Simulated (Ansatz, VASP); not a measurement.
# Si6SnGe57 (Si0.096Ge0.882Sn0.022, diamond-type random alloy): VASP beside Ansatz, part 2 of 2

Wanted: the spread between two codes on one cell, functional and k mesh. The cell is invented: As first built, before any earlier steps moved the atoms (in the runner's words): 2x2x2 conventional cells of the Ge type (64 atoms: 6 Si, 57 Ge, 1 Sn); Ge/Si/Sn share their sites, the best of 600 random draws by like-pair counts in two shells; start lattice by linear mixing of the end members' cells; atoms moved at random by 0.02 A. It may not be a known or stable phase. The structure shown is the end of the Ansatz relaxation below.

VASP 6.6.1 and Ansatz 0.2.0.

So far: The structure; Ansatz: relaxation, PBE.

### 3. VASP: single point, PBE

Level of this step: PBE; plane waves and PAW (Si, Ge_d, Sn_d); invented cell (VASP).

The same cell, functional, mesh and smearing now go to VASP, with its own data sets.

Lines of VASP's logs that name or quote its potential files are left out, and so is its time.

Contents of INCAR:

```
SYSTEM = Si6SnGe57
PREC = Accurate
ENCUT = 410
EDIFF = 1E-06
NELM = 120
ISMEAR = -1
SIGMA = 0.01
LREAL = Auto
ALGO = Normal
GGA = PE
NBANDS = 488
LORBIT = 11
LWAVE = .FALSE.
LCHARG = .FALSE.
ISIF = 2
ISYM = 0
LASPH = .TRUE.
GGA_COMPAT = .FALSE.
EFERMI = MIDGAP
KPAR = 4
```

Contents of POSCAR:

```
Si6SnGe57
1.0
   11.4823590000     -0.0005910000     -0.0005710000
   -0.0005910000     11.4825520000      0.0005800000
   -0.0005710000      0.0005800000     11.4830300000
Si Ge Sn
6 57 1
Direct
    0.3725400000      0.3765900000      0.3783000000
    0.1225200000      0.8743500000      0.6232900000
    0.2520500000      0.4983200000      0.4981000000
    0.8767700000      0.8741700000      0.3773100000
    0.6317600000      0.6186900000      0.8672500000
    0.8761000000      0.6263400000      0.6237600000
    0.9979300000      0.9978600000      0.2527700000
    0.1244700000      0.3741600000      0.1255800000
    0.9999000000      0.2501800000      0.9997700000
    0.1248200000      0.1244400000      0.3756700000
    0.2479000000      0.0021400000      0.0002900000
    0.2516800000      0.2523700000      0.2533700000
    0.3748600000      0.1261800000      0.1259200000
    0.0018400000      0.9974100000      0.7475500000
    0.1273400000      0.3781100000      0.6218800000
    0.0006100000      0.2507700000      0.4998700000
    0.1239000000      0.1258800000      0.8738100000
    0.2470500000      0.9975700000      0.5022500000
    0.3756600000      0.3759400000      0.8749500000
    0.2499600000      0.2516300000      0.7492100000
    0.3741900000      0.1261700000      0.6232800000
    0.0002100000      0.5005100000      0.2505500000
    0.1241400000      0.8747400000      0.1259100000
    0.9999100000      0.7501400000      0.9998400000
    0.1256200000      0.6234300000      0.3793900000
    0.2476800000      0.4987000000      0.9995500000
    0.3742200000      0.8750600000      0.3756800000
    0.2478900000      0.7492300000      0.2525800000
    0.3691200000      0.6184500000      0.1314100000
    0.9987100000      0.5027300000      0.7460900000
    0.9982500000      0.7514300000      0.5024400000
    0.1241500000      0.6259100000      0.8735000000
    0.3683200000      0.8805300000      0.8675800000
    0.2453100000      0.7516500000      0.7442600000
    0.3727900000      0.6229200000      0.6224700000
    0.4997900000      0.0018700000      0.2519400000
    0.6237400000      0.3759300000      0.1252300000
    0.4998300000      0.2502100000      0.0000000000
    0.6244900000      0.1266500000      0.3759800000
    0.7521100000      0.0015800000      0.9995900000
    0.8749400000      0.3759300000      0.3754900000
    0.7498200000      0.2510000000      0.2499100000
    0.8758800000      0.1255300000      0.1255700000
    0.5001700000      0.0019100000      0.7472700000
    0.6250400000      0.3753400000      0.6238000000
    0.4971800000      0.2532000000      0.4980400000
    0.6248300000      0.1250600000      0.8749200000
    0.7518300000      0.9978400000      0.4979700000
    0.8756300000      0.3754100000      0.8737100000
    0.7500400000      0.2493200000      0.7490700000
    0.8759100000      0.1239900000      0.6241700000
    0.4973300000      0.4964400000      0.2552000000
    0.6318100000      0.8808500000      0.1315300000
    0.6255200000      0.6253000000      0.3757500000
    0.7492300000      0.5007200000      0.9978000000
    0.7542200000      0.7523300000      0.2545900000
    0.8746100000      0.6259100000      0.1251400000
    0.5016700000      0.5006800000      0.7494000000
    0.6257500000      0.8733300000      0.6247900000
    0.4992400000      0.7494700000      0.4998700000
    0.7526100000      0.5027800000      0.5021600000
    0.8749100000      0.8737000000      0.8736800000
    0.7521400000      0.7451200000      0.7476500000
    0.5022700000      0.7478600000      0.9977600000
```

Contents of KPOINTS:

```
Points of the shifted mesh
8
Reciprocal
 0.2500000000  0.2500000000  0.2500000000 1
 0.2500000000  0.2500000000  0.7500000000 1
 0.2500000000  0.7500000000  0.2500000000 1
 0.2500000000  0.7500000000  0.7500000000 1
 0.7500000000  0.2500000000  0.2500000000 1
 0.7500000000  0.2500000000  0.7500000000 1
 0.7500000000  0.7500000000  0.2500000000 1
 0.7500000000  0.7500000000  0.7500000000 1
```

The projector-augmented-wave data sets are Si, Ge_d and Sn_d (PBE family, release 64).

The run is started by

```
> mpirun -np 8 vasp_std
```

Numbers of over 12 decimals in the logs are rounded to 6 here.

The program printed:

```text
[banner, memory and clock lines left out]
running    8 mpi-ranks, on    1 nodes
[...]
|                                                                             |
|           W    W    AA    RRRRR   N    N  II  N    N   GGGG   !!!           |
|           W    W   A  A   R    R  NN   N  II  NN   N  G    G  !!!           |
|           W    W  A    A  R    R  N N  N  II  N N  N  G       !!!           |
|           W WW W  AAAAAA  RRRRR   N  N N  II  N  N N  G  GGG   !            |
|           WW  WW  A    A  R   R   N   NN  II  N   NN  G    G                |
|           W    W  A    A  R    R  N    N  II  N    N   GGGG   !!!           |
|                                                                             |
|     For optimal performance we recommend to set                             |
|       NCORE = 2 up to number-of-cores-per-socket                            |
|     NCORE specifies how many cores store one orbital (NPAR=cpu/NCORE).      |
|     This setting can greatly improve the performance of VASP for DFT.       |
|     The default, NCORE=1 might be grossly inefficient on modern             |
|     multi-core architectures or massively parallel machines. Do your        |
|     Unfortunately you need to use the default for GW and RPA                |
|     calculations (for HF NCORE is supported but not extensively tested      |
|     yet).                                                                   |
|                                                                             |

 LDA part: xc-table for (Slater+PW92), standard interpolation
 POSCAR, INCAR and KPOINTS ok, starting setup
[...]
entering main loop
       N       E                     dE             d eps       ncg     rms          rms(c)
DAV:   1     0.139435390775E+05    0.13944E+05   -0.27995E+05  8144   0.402E+03
DAV:   2     0.292601346913E+04   -0.11018E+05   -0.10725E+05  7808   0.960E+02
DAV:   3     0.178921657761E+03   -0.27471E+04   -0.26000E+04  8016   0.279E+02
DAV:   4    -0.263442410076E+03   -0.44236E+03   -0.41868E+03  8816   0.111E+02
[...]
DAV:  15    -0.293032421903E+03   -0.68115E-05   -0.55504E-05 11040   0.491E-02    0.345E-03
DAV:  16    -0.293032426278E+03   -0.43749E-05   -0.36614E-05  7272   0.358E-02    0.316E-03
DAV:  17    -0.293032426801E+03   -0.52236E-06   -0.40512E-06  6632   0.289E-02
   1 F= -.29303243E+03 E0= -.29303243E+03  d E =-.100450E-11
```

OUTCAR, selected parts (step 3):

```text
  Total       -3.3316238     -3.3229856     -3.3151509      0.0006402      0.0024505     -0.0043963
  in kB       -3.5256606     -3.5165193     -3.5082283      0.0006775      0.0025932     -0.0046523
  external PRESSURE =      -3.5168027 kB  Pullay stress =       0.0000000 kB

 POSITION                                       TOTAL-FORCE (eV/Angst)
 -----------------------------------------------------------------------------------
      4.27720      4.32421      4.34404         0.002160     -0.001383     -0.001788
      1.40595     10.04006      7.15769         0.001795     -0.001405      0.000090
      2.89355      5.72213      5.71984        -0.001424      0.000198      0.000533
     10.06666     10.03740      4.33267        -0.001142     -0.000287     -0.002463
      7.25323      7.10427      9.95866        -0.000693      0.000093      0.001248
     10.05897      7.19183      7.16252        -0.001013     -0.002370      0.002062
     11.45786     11.45754      2.90257        -0.003861     -0.003432      0.002729
      1.42892      4.29631      1.44218        -0.000461     -0.001667      0.000668
     11.48049      2.87269     11.47996        -0.000930     -0.000137      0.000845
      1.43294      1.42903      4.31383        -0.000234     -0.002859      0.002990
      2.84648      0.02443      0.00319        -0.001687      0.001954      0.000046
      2.88959      2.89785      2.90946         0.003690      0.003502      0.002161
      4.30413      1.44872      1.44580         0.000294      0.001590      0.001777
      0.02011     11.45324      8.58472         0.003785     -0.003140     -0.004396
[...]
-----------------------------------------------------------------------------------
    total drift:                               -0.005122      0.021008     -0.011335

  FREE ENERGIE OF THE ION-ELECTRON SYSTEM (eV)
  ---------------------------------------------------
  free  energy   TOTEN  =      -293.0324268007 eV

  energy  without entropy=     -293.0324268007  energy(sigma->0) =     -293.03242680

[... 2 further parts left out ...]
```

The run ends at a pressure of -0.35 GPa, with forces up to 0.0072 eV/Å.

### 4. Comparison

Known differences besides the potentials themselves: the cutoff is 420 eV in Ansatz and 410 eV in VASP (PREC = Accurate, projectors in real space). Total energies have different zeros and are not compared.

Both answers:

```
              quantity  Ansatz   VASP  difference
gap on the k mesh (eV)   0.554  0.557      -0.003
```

A gap on the mesh is an upper bound, since the band edges may lie between its points.

### 5. Outcome

| Quantity | Value |
| --- | --- |
| difference in gap on the k mesh (single point, PBE) | -0.0030 eV |

What this shows: The difference in gap on the k mesh is -0.0030 eV (single point, PBE), within the 0.08 eV picked in this series as the mark of a large difference. Such differences can come from data sets, numerical settings and the points named under the comparisons, not from the functional's error against experiment.

[Lines on the potential files, build, host, timing and source positions are cut from VASP's logs without a mark.]

[Logs are printed without paths, hosts, clocks, repeated set-up lines and the standing remarks that a program may print on its own settings, such as how far it seeks lower states.]

[Hosts, paths, dates, database ids (printed as entryN), source tags and the programs' standing remarks are cut or masked in the printed files.]
